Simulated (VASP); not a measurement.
```
TiN
1.0
    0.00000     2.12000     2.12000
    2.12000     0.00000     2.12000
    2.12000     2.12000     0.00000
Ti N
1 1
Cartesian
  0.00000   0.00000   0.00000
  2.12000   2.12000   2.12000
```

The numbers are results of PBE GGA, VASP's PBE PAW potentials (set 64) (plane waves; VASP), not measurements. Run with EDIFF = 1E-4, 520 eV cut-off, 13×13×13 Γ-centred mesh, first-order Methfessel-Paxton smearing of 0.10 eV, potentials Ti_sv N.

Q: Give the stress tensor in GPa (positive for a compressed cell).

A: 
```
1.46  0.00  0.00
0.00  1.46  0.00
0.00  0.00  1.46
```
The pressure is its mean diagonal, 1.46 GPa.

The compound is TiN in the rock salt structure. The cell was not relaxed at this level. The run is one of a series of settings (EDIFF = 1E-4 against the base run), some of them coarse on purpose. The electron count is odd and the run is not spin-polarised, which forces a metal.
